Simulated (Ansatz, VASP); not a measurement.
One calculation of Se3Br, two programs

```xyz
4
Lattice="-1.9012 1.9012 8.4819 1.9012 -1.9012 8.4819 1.9012 1.9012 -8.4819" Properties=species:S:1:pos:R:3 pbc="T T T"
Se    1.9012    0.0000    4.2410
Se    0.0000    1.9012    4.2410
Se    0.0000    0.0000    8.4819
Br    0.0000    0.0000    0.0000
```

The cell comes from a database or a generator and needn't be the stable form of this composition.

Alike in both runs: task single point; functional PBE; k mesh 6 × 6 × 6; occupations gaussian, width 0.1 eV; no spin polarisation.

```csv
,VASP,Ansatz
version,VASP 6.6.1,Ansatz 0.2.0
potentials or method,"VASP PAW PBE potentials, release 64 (Se, Br)","scalar-relativistic, plane waves, PAW"
plane-wave cutoff (eV),520,420
valence electrons in the cell,25,55
```

Ansatz gave:

```
gap on the k mesh at the Fermi level (eV)       : none
pressure (GPa)                                  : 0.3
largest component of the traceless stress (GPa) : 0.09
```

Problem. Estimate VASP's values.

Solution. gap on the k mesh at the Fermi level (eV): none; pressure (GPa): 0.3; largest component of the traceless stress (GPa): 0.10.

A gap of «none» marks a metal or a gap that the smearing closes. The two sets of potentials don't hold the same shells in valence.

Caveats: the k mesh is coarse (spacing up to 0.39 Å⁻¹), so the values aren't converged; an odd number of electrons without spin polarisation forces a metal; a magnetic or distorted state may lie lower.
